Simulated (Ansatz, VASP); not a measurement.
# RbSnH3 in two plane-wave programs, part 3 of 3

One calculation is typed for both programs; each brings its own data sets. How far apart do they land? The cell is generated by rule, not measured, and may not be a known phase. The cell is taken from a series of runs on this material, whose earlier steps may have relaxed, scaled, displaced or heated it; both programs get it as it stands.

VASP 6.6.1 and Ansatz 0.2.0.

So far: VASP: relaxation of cell and atoms, LDA, pair 1; Ansatz: relaxation of cell and atoms, LDA, pair 1; Side by side; VASP: relaxation of cell and atoms, LDA, pair 2; Ansatz: relaxation of cell and atoms, LDA, pair 2; Differences.

## 8. Ansatz: relaxation of cell and atoms, LDA, pair 3

Level of this step: Ansatz beside VASP: Kohn-Sham DFT, plane waves, LDA (Ansatz).

The relaxed volume is the usual yardstick between codes: in a stiff, nearly cubic crystal its relative difference is about their pressure difference at one cell divided by the bulk modulus. Its start cell is another than that of the pair before, and may be another structure of the material.

The cell is taken from a series of runs on this material, whose earlier steps may have relaxed, scaled, displaced or heated it; both programs get it as it stands.

Contents of input.yaml:

```yaml
crystal:
  lattice:
    - [4.5879653688, 0.0, 0.0]
    - [0.0, 4.1596750905, 4.5020577797]
    - [0.0, -4.1596750905, 4.5020577797]
  atoms:
    - { symbol: Rb, position: [0.0, 0.4932638893, 0.4932638893] }
    - { symbol: Rb, position: [0.0, 0.9932638893, 0.9932638893] }
    - { symbol: Sn, position: [0.4517026343, 0.0045924203, 0.5045924203] }
    - { symbol: Sn, position: [0.5482973657, 0.5045924203, 0.0045924203] }
    - { symbol: H, position: [0.5, 0.2343278471, 0.2343278471] }
    - { symbol: H, position: [0.5, 0.7343278471, 0.7343278471] }
    - { symbol: H, position: [0.5813887037, 0.303049204, 0.803049204] }
    - { symbol: H, position: [0.4186112963, 0.803049204, 0.303049204] }
    - { symbol: H, position: [0.8474506063, 0.9921498166, 0.4921498166] }
    - { symbol: H, position: [0.1525493937, 0.4921498166, 0.9921498166] }
kpoints:
  mp_grid: { grid: [6, 4, 4] }
hamiltonian:
  xc: lda
  pseudopotentials: { kind: paw, azcp: { folder: soft_1 }, xc_functional: pbe }
scf:
  occupations: { method: fixed }
output:
  forces: true
  stress: true
  eigenvalues: true
relax:
  adjacent_minimum: "off"
  f_tol: 0.001
  max_steps: 60
  cell: { stress_tol: 0.01 }
```

Run with:

```
ansatz run input.yaml --threads 4 --pin off --max-ram 16384MiB --backend cpu --events-out ev --progress --plain --runs-dir out
```

Numbers of over 12 decimals in the logs are rounded to 6 here.

Log:

```text
[...]
Crystal: 10 atoms, lattice volume = 171.839 Å³
Basis set: ecut = 420 eV, 3345 PW (Γ)
Bands: 36, of which v1, the nominal top of the filled ones, is band 26 counted from 1 (25 counted from 0)
Symmetry: 4 space group operations
[...]
k-points: 28 of 96 (time reversal used)
[...]
- { symbol: Sn, position: [0.451533, 0.00507499, 0.505075] }
    - { symbol: Sn, position: [0.548467, 0.505075, 0.00507499] }
    - { symbol: H, position: [0.5, 0.232189, 0.232189] }
    - { symbol: H, position: [0.5, 0.732189, 0.732189] }
    - { symbol: H, position: [0.585103, 0.304292, 0.804292] }
    - { symbol: H, position: [0.414897, 0.804292, 0.304292] }
    - { symbol: H, position: [0.845972, 0.991512, 0.491512] }
    - { symbol: H, position: [0.154028, 0.491512, 0.991512] }
[key lines of the parts left out:]
SCF converged after 6 iterations
Free energy (F): -18194.872407 eV
Fermi energy:    5.865421 eV
P = ⅓ Tr σ = 0.0002 GPa (0.002 kbar)
```

## 9. VASP: relaxation of cell and atoms, LDA, pair 3

The same cell, functional (in two slightly different forms) and mesh now go to VASP, with its own data sets.

Contents of INCAR:

```
SYSTEM = RbSnH3
PREC = Accurate
ENCUT = 500
EDIFF = 1E-07
NELM = 120
ISMEAR = 0
SIGMA = 0.01
LREAL = .FALSE.
ALGO = Normal
GGA = CA
NBANDS = 36
LORBIT = 11
LWAVE = .FALSE.
LCHARG = .FALSE.
ISIF = 3
IBRION = 2
NSW = 80
EDIFFG = -0.005
LASPH = .TRUE.
GGA_COMPAT = .FALSE.
NELMIN = 4
EFERMI = MIDGAP
KPAR = 2
```

Contents of POSCAR:

```
RbSnH3
1.0
    4.5879650000      0.0000000000      0.0000000000
    0.0000000000      4.1596750000      4.5020580000
    0.0000000000     -4.1596750000      4.5020580000
Rb Sn H
2 2 6
Direct
    0.0000000000      0.4932638584      0.4932638584
    0.0000000000      0.9932638584      0.9932638584
    0.4517026612      0.0045923952      0.5045925154
    0.5482973388      0.5045925154      0.0045923952
    0.5000001090      0.2343278341      0.2343278341
    0.5000001090      0.7343278341      0.7343278341
    0.5813886985      0.3030491232      0.8030492434
    0.4186113015      0.8030492434      0.3030491232
    0.8474506671      0.9921498725      0.4921497523
    0.1525493329      0.4921497523      0.9921498725
```

Contents of KPOINTS:

```
Automatic mesh
0
Gamma
6 4 4
0 0 0
```

PAW data sets: Rb_sv, Sn_d and H (LDA family, release 64).

Run with:

```
mpirun -np 2 vasp_std
```

Log:

```text
[... set-up lines as in an earlier step ...]
 entering main loop
       N       E                     dE             d eps       ncg     rms          rms(c)
DAV:   1     0.468903442926E+03    0.46890E+03   -0.23513E+04  2036   0.159E+03
DAV:   2     0.335730651810E+02   -0.43533E+03   -0.41561E+03  2080   0.424E+02
DAV:   3    -0.308737065756E+02   -0.64447E+02   -0.63334E+02  2648   0.156E+02
DAV:   4    -0.341966204852E+02   -0.33229E+01   -0.33127E+01  2712   0.351E+01
[...]
DAV:  12    -0.324738202944E+02    0.96506E-05   -0.87185E-05  2632   0.430E-02    0.769E-03
DAV:  13    -0.324738208640E+02   -0.56963E-06   -0.63695E-06  2760   0.130E-02    0.216E-03
DAV:  14    -0.324738208251E+02    0.38957E-07   -0.70915E-07  2512   0.607E-03
   1 F= -.32473821E+02 E0= -.32473821E+02  d E =-.324738E+02
[... from here on, the cycles between the ionic steps are left out ...]
   2 F= -.32473947E+02 E0= -.32473947E+02  d E =-.126657E-03
   3 F= -.32473973E+02 E0= -.32473973E+02  d E =-.152166E-03
   4 F= -.32474068E+02 E0= -.32474068E+02  d E =-.947263E-04
   5 F= -.32474193E+02 E0= -.32474193E+02  d E =-.219760E-03
   6 F= -.32474270E+02 E0= -.32474270E+02  d E =-.772742E-04
   7 F= -.32474311E+02 E0= -.32474311E+02  d E =-.118340E-03
   8 F= -.32474290E+02 E0= -.32474290E+02  d E =-.967901E-04
   9 F= -.32474319E+02 E0= -.32474319E+02  d E =-.126527E-03
  10 F= -.32474367E+02 E0= -.32474367E+02  d E =-.475114E-04
  11 F= -.32474379E+02 E0= -.32474379E+02  d E =-.597623E-04
  12 F= -.32474402E+02 E0= -.32474402E+02  d E =-.226117E-04
  13 F= -.32474431E+02 E0= -.32474431E+02  d E =-.518140E-04
[...]
reached required accuracy - stopping structural energy minimisation
```

From OUTCAR (step 9):

```text
  Total        0.0092645      0.0181826     -0.0018085      0.0000000      0.0000000      0.0000000
  in kB        0.0863463      0.1694635     -0.0168554      0.0000000      0.0000000      0.0000000
  external PRESSURE =       0.0796514 kB  Pullay stress =       0.0000000 kB

 POSITION                                       TOTAL-FORCE (eV/Angst)
 -----------------------------------------------------------------------------------
      0.00000      0.00000      4.45382         0.000000      0.000000      0.002591
      0.00000      0.00000      8.96242         0.000000      0.000000      0.002591
      2.07383     -2.07538      2.29971        -0.003513      0.000000      0.000919
      2.51912      2.07538      2.29971         0.003513      0.000000      0.000919
      2.29647      0.00000      2.09494         0.000000      0.000000     -0.001264
      2.29647      0.00000      6.60354         0.000000      0.000000     -0.001264
      2.67423     -2.07538      4.99311         0.002083      0.000000     -0.001219
      1.91871      2.07538      4.99311        -0.002083      0.000000     -0.001219
      3.88867      2.07538      6.69405         0.001950     -0.000000     -0.001027
      0.70427     -2.07538      6.69405        -0.001950      0.000000     -0.001027
 -----------------------------------------------------------------------------------
    total drift:                               -0.000067     -0.000000      0.000037

  FREE ENERGIE OF THE ION-ELECTRON SYSTEM (eV)
  ---------------------------------------------------
  free  energy   TOTEN  =       -32.4744308546 eV

  energy  without entropy=      -32.4744308546  energy(sigma->0) =      -32.47443085

[... 1 part as in an earlier step ...]

[... 3 further parts left out ...]
[key lines of the parts left out:]
E-fermi :   3.2407
```

## 10. Differences

Compared:

| quantity | Ansatz | VASP | difference |
| --- | --- | --- | --- |
| volume (Å³) | 172.35 | 171.91 | +0.26 % |
| edge a after relaxation, in the typed setting (Å) | 4.597 | 4.593 | +0.10 % |
| edge b after relaxation, in the typed setting (Å) | 6.133 | 6.128 | +0.08 % |

## 11. Summary of results

| Property | Result |
| --- | --- |
| difference in volume (relaxation of cell and atoms, LDA, pair 1) | 0.015 % |
| difference in volume (relaxation of cell and atoms, LDA, pair 2) | 0.41 % |
| difference in volume (relaxation of cell and atoms, LDA, pair 3) | 0.26 % |

**Reading.** The difference in volume is 0.41 % (relaxation of cell and atoms, LDA, pair 2), within the 1.2 % picked in this series as the mark of a large difference, as far as the stopping tolerances let one tell. 3 further runs of this series are not shown here. Such differences can come from data sets, numerical settings and the points named under the comparisons, not from the functional's error against experiment.

[Lines on the potential files, build, host, timing and source positions are cut from VASP's logs without a mark.]

[Logs are printed without paths, hosts, clocks, repeated set-up lines and the standing remarks that a program may print on its own settings, such as how far it seeks lower states.]

[Hosts, paths, dates, database ids (printed as entryN), source tags and the programs' standing remarks are cut or masked in the printed files.]
